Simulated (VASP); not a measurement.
Computed with AM05 GGA, VASP's PBE PAW potentials (set 64) (plane waves; VASP 6.6.1).

The input files of a VASP run:

### INCAR
```
# general
SYSTEM  = SrVO3
PREC    = Accurate
ENCUT   = 520
LREAL   = .False.
LASPH   = .True.

# electronic loop
EDIFF   = 1E-7
NELM    = 100
ALGO    = Normal
LMAXMIX = 4

# smearing
ISMEAR  = 1
SIGMA   = 0.1

# functional
GGA     = AM

# ions
ISIF    = 2

# output
LWAVE   = .False.
LCHARG  = .False.
```

POSCAR:
```
SrVO3
1
    3.8940436413     0.0000000000     0.0000000000
    0.0000000000     3.8940436413     0.0000000000
    0.0000000000     0.0000000000     3.8940436413
Sr V O
1 1 3
Direct
  0.0000000000   0.0000000000   0.0000000000
  0.5000000000   0.5000000000   0.5000000000
  0.5000000000   0.0000000000   0.5000000000
  0.0000000000   0.5000000000   0.5000000000
  0.5000000000   0.5000000000   0.0000000000
```

### KPOINTS
```
Regular mesh
0
Gamma
8 8 8
0 0 0
```

POTCAR, in this order: Sr_sv V_sv O (PBE.64 set). Program: vasp_std.

Output of the run:

### OSZICAR
```
       N       E                     dE             d eps       ncg     rms          rms(c)
DAV:   1     0.437588024758E+03    0.43759E+03   -0.23959E+04  1680   0.177E+03
DAV:   2    -0.219179435827E+02   -0.45951E+03   -0.45590E+03  2128   0.481E+02
DAV:   3    -0.491726876619E+02   -0.27255E+02   -0.27106E+02  1744   0.125E+02
DAV:   4    -0.500484011429E+02   -0.87571E+00   -0.87515E+00  2912   0.200E+01
DAV:   5    -0.500596381122E+02   -0.11237E-01   -0.11216E-01  2088   0.163E+00    0.368E+01
DAV:   6    -0.421020522912E+02    0.79576E+01   -0.97488E+01  2200   0.729E+01    0.191E+01
DAV:   7    -0.409279924006E+02    0.11741E+01   -0.37489E+01  1952   0.531E+01    0.169E+01
DAV:   8    -0.401045474073E+02    0.82344E+00   -0.39358E+00  1904   0.177E+01    0.370E+00
DAV:   9    -0.401311100162E+02   -0.26563E-01   -0.44169E-01  2240   0.451E+00    0.200E+00
DAV:  10    -0.401124487764E+02    0.18661E-01   -0.29168E-01  1856   0.499E+00    0.766E-01
DAV:  11    -0.401073646757E+02    0.50841E-02   -0.50271E-02  1864   0.190E+00    0.315E-01
DAV:  12    -0.401069091539E+02    0.45552E-03   -0.43623E-03  2072   0.605E-01    0.859E-02
DAV:  13    -0.401069062111E+02    0.29427E-05   -0.29169E-04  2024   0.135E-01    0.189E-02
DAV:  14    -0.401069099486E+02   -0.37375E-05   -0.59202E-05  2088   0.468E-02    0.239E-02
DAV:  15    -0.401069082562E+02    0.16924E-05   -0.27411E-05  1928   0.455E-02    0.871E-03
DAV:  16    -0.401069082216E+02    0.34603E-07   -0.26389E-06  1776   0.152E-02    0.306E-03
DAV:  17    -0.401069082661E+02   -0.44570E-07   -0.27130E-07  1600   0.402E-03
   1 F= -.40106908E+02 E0= -.40106095E+02  d E =-.244014E-02
```

### OUTCAR
```
------------------------ aborting loop because EDIFF is reached ----------------------------------------
  FORCE on cell =-STRESS in cart. coord.  units (eV):
  Direction    XX          YY          ZZ          XY          YZ          ZX
  --------------------------------------------------------------------------------------
  Total       -3.6807940     -3.6807940     -3.6807940      0.0000000     -0.0000000      0.0000000
  in kB      -99.8733585    -99.8733585    -99.8733585      0.0000000     -0.0000000      0.0000000
  external PRESSURE =     -99.8733585 kB  Pullay stress =       0.0000000 kB
  volume of cell :       59.05
      direct lattice vectors                 reciprocal lattice vectors
     3.894043641  0.000000000  0.000000000     0.256802463  0.000000000  0.000000000
     0.000000000  3.894043641  0.000000000     0.000000000  0.256802463  0.000000000
     0.000000000  0.000000000  3.894043641     0.000000000  0.000000000  0.256802463
 POSITION                                       TOTAL-FORCE (eV/Angst)
 -----------------------------------------------------------------------------------
      0.00000      0.00000      0.00000         0.000000      0.000000      0.000000
      1.94702      1.94702      1.94702         0.000000      0.000000      0.000000
      1.94702      0.00000      1.94702         0.000000      0.000000      0.000000
      0.00000      1.94702      1.94702         0.000000      0.000000      0.000000
      1.94702      1.94702      0.00000         0.000000      0.000000      0.000000
 -----------------------------------------------------------------------------------
    total drift:                                0.000000      0.000000     -0.000000
  FREE ENERGIE OF THE ION-ELECTRON SYSTEM (eV)
  ---------------------------------------------------
  free  energy   TOTEN  =       -40.1069082661 eV

  energy  without entropy=      -40.1044681276  energy(sigma->0) =      -40.10609489
```
(Selected blocks of OUTCAR.)

**OUTCAR**
```
 val. band max:        5.8462104185   @ k =   0.2500   0.2500   0.0000

 cond. band min:       5.9068104906   @ k =   0.2500   0.0000   0.0000


 Fermi energy:         5.8945830788

 k-point     1 :       0.0000    0.0000    0.0000
  band No.  band energies     occupation
      1     -59.7224      2.00000
      2     -33.7352      2.00000
      3     -33.7352      2.00000
      4     -33.7352      2.00000
      5     -28.6938      2.00000
      6     -13.6058      2.00000
      7     -12.4403      2.00000
      8     -12.4403      2.00000
      9     -10.7247      2.00000
     10     -10.7247      2.00000
     11     -10.7247      2.00000
     12       0.7073      2.00000
     13       0.7073      2.00000
     14       0.7073      2.00000
     15       2.6807      2.00000
     16       2.6807      2.00000
     17       2.6807      2.00000
     18       3.4390      2.00000
     19       3.4390      2.00000
     20       3.4390      2.00000
     21       4.8419      2.00000
     22       4.8419      2.00000
     23       4.8419      2.00000
     24       6.9092     -0.00000

 k-point     2 :       0.1250    0.0000    0.0000
  band No.  band energies     occupation
      1     -59.7223      2.00000
      2     -33.7396      2.00000
      3     -33.7350      2.00000
      4     -33.7350      2.00000
      5     -28.6900      2.00000
      6     -13.6084      2.00000
      7     -12.4720      2.00000
      8     -12.4345      2.00000
      9     -10.7169      2.00000
     10     -10.7169      2.00000
     11     -10.6166      2.00000
     12       0.4960      2.00000
     13       0.7025      2.00000
     14       0.7025      2.00000
     15       2.4391      2.00000
     16       2.4391      2.00000
     17       2.5423      2.00000
     18       2.9594      2.00000
     19       3.3160      2.00000
     20       3.3160      2.00000
     21       4.8582      2.00000
     22       5.2227      2.00000
     23       5.2227      2.00000
     24       6.9116     -0.00000
...
```

The compound is SrVO3 in the cubic perovskite structure. This cell is one point of a volume scan, at 1.06 of the reference volume. The run is not spin-polarised, so no magnetic state was tried. The electron count is odd and the run is not spin-polarised, which forces a metal.
